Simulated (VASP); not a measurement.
# Si (Fd-3m) in VASP: settings compared

One crystal, Si, is run at these levels: r2SCAN, r2SCAN+rVV10; tasks: relaxation of cell and atoms.

Everything below comes from runs of VASP 6.6.1. Logs are shortened: lines on timing, memory, paths and dates and some standing lists are left out, and cuts for length are marked.

**1. Starting point**

Symmetry: Fd-3m, No. 227, cubic system. Conventional cell: a = 5.437 Å, b = 5.437 Å, c = 5.437 Å, α = 90.00°, β = 90.00°, γ = 90.00°. Si (site symmetry -43m) has 4 Si at 2.35 Å as nearest neighbours.

**2. Relaxation of cell and atoms, r2SCAN**

INCAR reads:

```
PREC = Accurate
ENCUT = 600
EDIFF = 1E-7
ISMEAR = 0
SIGMA = 0.1
LREAL = False
LASPH = True
NELM = 100
ALGO = Normal
ISIF = 3
LWAVE = False
LCHARG = False
METAGGA = R2SCAN
LMIXTAU = True
IBRION = 2
NSW = 90
EDIFFG = -0.005
```

KPOINTS reads:

```
Automatic mesh
0
Gamma
  14 14 14
```

POSCAR reads:

```
Si
1.0
    0.0000000000      2.7185000000      2.7185000000
    2.7185000000      0.0000000000      2.7185000000
    2.7185000000      2.7185000000      0.0000000000
Si
2
Direct
    0.5000000000      0.5000000000      0.5000000000
    0.7500000000      0.7500000000      0.7500000000
```

Potentials or basis: VASP PAW PBE potentials, release 64 (Si).

Launch:

```bash
> cat potpaw_PBE.64/Si/POTCAR > POTCAR
> mpirun -np 1 vasp_std > vasp.out
```

OUTCAR:

```text
PREC = Accurate
   ENCUT = 600
   EDIFF = 1E-7
   ISMEAR = 0
   LREAL = False
   LASPH = True
   NELM = 100
   ISIF = 3
   METAGGA = R2SCAN
   IBRION = 2
   NSW = 90
   EDIFFG = -0.005

 ion  position               nearest neighbor table
   1  0.500  0.500  0.500-   2 2.35   2 2.35   2 2.35   2 2.35
   2  0.750  0.750  0.750-   1 2.35   1 2.35   1 2.35   1 2.35

  LATTYP: Found a face centered cubic cell.
 ALAT       =     5.4370000000

  Lattice vectors:

 A1 = (   0.0000000000,   2.7185000000,   2.7185000000)
 A2 = (   2.7185000000,   0.0000000000,   2.7185000000)
 A3 = (   2.7185000000,   2.7185000000,   0.0000000000)

Analysis of symmetry for initial positions (statically):
=====================================================================
 Subroutine PRICEL returns:
 Original cell was already a primitive cell.

 Routine SETGRP: Setting up the symmetry group for a
 face centered cubic supercell.

 Subroutine GETGRP returns: Found 48 space group operations
 (whereof 24 operations were pure point group operations)
 out of a pool of 48 trial point group operations.

The static configuration has the point symmetry T_d .
 The point group associated with its full space group is O_h .

Analysis of symmetry for dynamics (positions and initial velocities):
=====================================================================
 Subroutine PRICEL returns:
 Original cell was already a primitive cell.

 Routine SETGRP: Setting up the symmetry group for a
 face centered cubic supercell.

 Subroutine GETGRP returns: Found 48 space group operations
 (whereof 24 operations were pure point group operations)
 out of a pool of 48 trial point group operations.

The dynamic configuration has the point symmetry T_d .
 The point group associated with its full space group is O_h .

 Subroutine INISYM returns: Found 48 space group operations
 (whereof 24 operations are pure point group operations),
 and found     1 'primitive' translations

----------------------------------------------------------------------------------------

                                     Primitive cell

  volume of cell :      40.1807

  direct lattice vectors                    reciprocal lattice vectors
     0.000000000  2.718500000  2.718500000    -0.183924959  0.183924959  0.183924959
[... 102 lines left out ...]
   EFERMI_NEDOS =   21; number of points for ismear=-14 and -15
   IALGO  =     38    algorithm
   IMIX   =      4    mixing-type and parameters
     AMIX     =   0.40;   BMIX     =  1.00
     AMIX_MAG =   1.60;   BMIX_MAG =  1.00
  volume/ion in A,a.u.               =      20.09       135.58
  Fermi-wavevector in a.u.,A,eV,Ry     =   0.955943  1.806471 12.433381  0.913828
  Thomas-Fermi vector in A             =   2.084827
   LORBIT       =      0    0 simple, 1 ext, 2 COOP (PROOUT), +10 PAW based schemes
   METAGGA = R2SCAN    functional components
   LHFCALC =     F    Hartree Fock is set to
   AEXX    =    0.0000 exact exchange contribution
   IVDW    =     0    specifies the selected vdW correction
   LEPSILON=     F    determine dielectric tensor
   LRPA    =     F    only Hartree local field effects (RPA)
 conjugate gradient relaxation of ions
 non-spin polarized calculation
 Gauss-broadening in eV      SIGMA  =   0.10
  energy-cutoff  :      600.00
  volume of cell :       40.18
 maximum number of plane-waves:      1363
   NGX = 15   NGY = 15   NGZ = 15

--------------------------------------- Ionic step        1  -------------------------------------------

 number of electron       8.0000000 magnetization

 Free energy of the ion-electron system (eV)
  ---------------------------------------------------
  ext. energy  EPLUGINS =         0.00000000
  ---------------------------------------------------
  free energy    TOTEN  =       -17.55011724 eV

  energy without entropy =      -17.55011724  energy(sigma->0) =      -17.55011724

------------------------ aborting loop because EDIFF is reached ----------------------------------------

  FORCE on cell =-STRESS in cart. coord.  units (eV):
  Direction    XX          YY          ZZ          XY          YZ          ZX
  --------------------------------------------------------------------------------------
  -------------------------------------------------------------------------------------
  Total        0.0384902      0.0384902      0.0384902     -0.0000000      0.0000000      0.0000000
  in kB        1.5347680      1.5347680      1.5347680     -0.0000000      0.0000000      0.0000000
  external PRESSURE =       1.5347680 kB  Pullay stress =       0.0000000 kB
[... 59 lines left out ...]
--------------------------------------- Ionic step        3  -------------------------------------------

 number of electron       8.0000000 magnetization

 Free energy of the ion-electron system (eV)
  ---------------------------------------------------
  ext. energy  EPLUGINS =         0.00000000
  ---------------------------------------------------
  free energy    TOTEN  =       -17.55014507 eV

  energy without entropy =      -17.55014507  energy(sigma->0) =      -17.55014507

 E-fermi :   6.0798     XC(G=0):  -9.8356

 val. band max:        5.6871414675   @ k =   0.0000   0.0000   0.0000
 cond. band min:       6.4703760898   @ k =   0.4286   0.4286   0.0000
 fundamental gap:      0.7832346223
 Fermi energy:         6.0798370412

 k-point     1 :       0.0000    0.0000    0.0000
  band No.  band energies     occupation
      1      -6.8038      2.00000
      2       5.6871      2.00000
      3       5.6871      2.00000
      4       5.6871      2.00000
      5       8.4434      0.00000
      6       8.4434      0.00000
      7       8.4434      0.00000
      8       9.6150      0.00000
[... 243 lines left out ...]
 k-point    24 :       0.2857    0.1429    0.0000
  band No.  band energies     occupation
      1      -5.7939      2.00000
      2       1.8062      2.00000
      3       4.0836      2.00000
      4       4.0948      2.00000
      5       7.9954      0.00000
      6       9.9644      0.00000
      7      10.5895      0.00000
      8      10.7620      0.00000

 [... further k-points ...]

------------------------ aborting loop because EDIFF is reached ----------------------------------------

  FORCE on cell =-STRESS in cart. coord.  units (eV):
  Direction    XX          YY          ZZ          XY          YZ          ZX
  --------------------------------------------------------------------------------------
  -------------------------------------------------------------------------------------
  Total        0.0014940      0.0014940      0.0014940     -0.0000000      0.0000000     -0.0000000
  in kB        0.0594854      0.0594854      0.0594854     -0.0000000      0.0000000     -0.0000000
  external PRESSURE =       0.0594854 kB  Pullay stress =       0.0000000 kB
[... 17 lines left out ...]
  FREE ENERGIE OF THE ION-ELECTRON SYSTEM (eV)
  ---------------------------------------------------
  free  energy   TOTEN  =       -17.5501450698 eV

  energy  without entropy=      -17.5501450697  energy(sigma->0) =      -17.55014507

 reached required accuracy - stopping structural energy minimisation
```

It took 2 min on 1 thread of Intel Xeon 6975P-C (Granite Rapids), shared host; peak memory 0.19 GiB.

What came out:

* Free energy: -17.5501 eV
* Relaxed volume: 20.12 Å³/atom
* Relaxed cell: a = 3.846 Å, b = 3.846 Å, c = 3.846 Å, α = 60.00°, β = 60.00°, γ = 60.00°
* Space group after relaxing (to 0.05 Å): Fd-3m (No. 227)
* Energy gained by relaxing: 0.0 meV/atom
* Ionic steps: 3
* Pressure after relaxing: 0.0 GPa
* Band gap on the k mesh: 0.78 eV, indirect (least direct gap 2.76 eV)

Final structure:
```cif
data_structure
_symmetry_space_group_name_H-M 'P 1'
_symmetry_Int_Tables_number 1
_cell_length_a 3.8464
_cell_length_b 3.8464
_cell_length_c 3.8464
_cell_angle_alpha 60.000
_cell_angle_beta 60.000
_cell_angle_gamma 60.000
_cell_volume 40.24
loop_
_atom_site_label
_atom_site_type_symbol
_atom_site_fract_x
_atom_site_fract_y
_atom_site_fract_z
_atom_site_occupancy
Si1 Si 0.50000 0.50000 0.50000 1
Si2 Si 0.75000 0.75000 0.75000 1
```

Levels at points of the mesh, in eV from the valence-band top:
```csv
k point,band 1,band 2,band 3,band 4,band 5,band 6,band 7,band 8
"(0.00, 0.00, 0.00)",-12.49,0.00,0.00,0.00,2.76,2.76,2.76,3.93
"(0.50, 0.00, 0.00)",-10.05,-7.24,-1.27,-1.27,1.87,3.59,3.59,8.33
"(0.50, 0.50, 0.00)",-8.14,-8.14,-3.00,-3.00,0.93,0.93,10.84,10.84
```

Caveat: the PAW data sets were made with another functional, which shifts forces and pressure a little. r2SCAN opens gaps a little over a GGA but as a rule still falls short of measured ones.

**3. Relaxation of cell and atoms, r2SCAN+rVV10**

INCAR, as its differences from that of step 2:

```diff
@@ -14,2 +14,6 @@
 LMIXTAU = True
+LUSE_VDW = True
+IVDW_NL = 2
+BPARAM = 11.95
+CPARAM = 0.0093
 IBRION = 2
```

KPOINTS is that of step 2.

POSCAR is that of step 2.

Potentials or basis: VASP PAW PBE potentials, release 64 (Si).

Launch:

```bash
> cat potpaw_PBE.64/Si/POTCAR > POTCAR
> mpirun -np 1 vasp_std > vasp.out
```

Run time: 3.3 min. Hardware: 1 thread of Intel Xeon 6975P-C (Granite Rapids), shared host; peak memory 0.32 GiB.

The run converged. Its results:

- Free energy: -17.4043 eV
- Relaxed volume: 20.03 Å³/atom
- Relaxed cell: a = 3.841 Å, b = 3.841 Å, c = 3.841 Å, α = 60.00°, β = 60.00°, γ = 60.00°
- Space group after relaxing (to 0.05 Å): Fd-3m (No. 227)
- Energy gained by relaxing: 0.1 meV/atom
- Ionic steps: 3
- Pressure after relaxing: 0.0 GPa
- Band gap on the k mesh: 0.74 eV, indirect (least direct gap 2.75 eV)

Step by step:
| step | energy change (eV) | largest force (eV/Å) | pressure (GPa) | volume (Å³) |
| --- | --- | --- | --- | --- |
| 1 | 0.0000 | 0.0000 | -0.30 | 40.18 |
| 2 | -0.0001 | 0.0000 | 0.24 | 39.96 |
| 3 | -0.0001 | 0.0000 | 0.01 | 40.06 |

Final structure:
```xyz
2
Lattice="0.0000 2.7157 2.7157 2.7157 0.0000 2.7157 2.7157 2.7157 0.0000" Properties=species:S:1:pos:R:3 pbc="T T T"
Si    2.7157    2.7157    2.7157
Si    4.0735    4.0735    4.0735
```

Levels at points of the mesh, in eV from the valence-band top:
```
           k point  band 2  band 3  band 4  band 5  band 6  band 7
(0.00, 0.00, 0.00)    0.00    0.00    0.00    2.75    2.75    2.75
(0.50, 0.00, 0.00)   -7.28   -1.27   -1.27    1.86    3.57    3.57
(0.50, 0.50, 0.00)   -8.16   -3.02   -3.02    0.88    0.88   10.88
```

Caveat: the PAW data sets were made with another functional, which shifts forces and pressure a little.
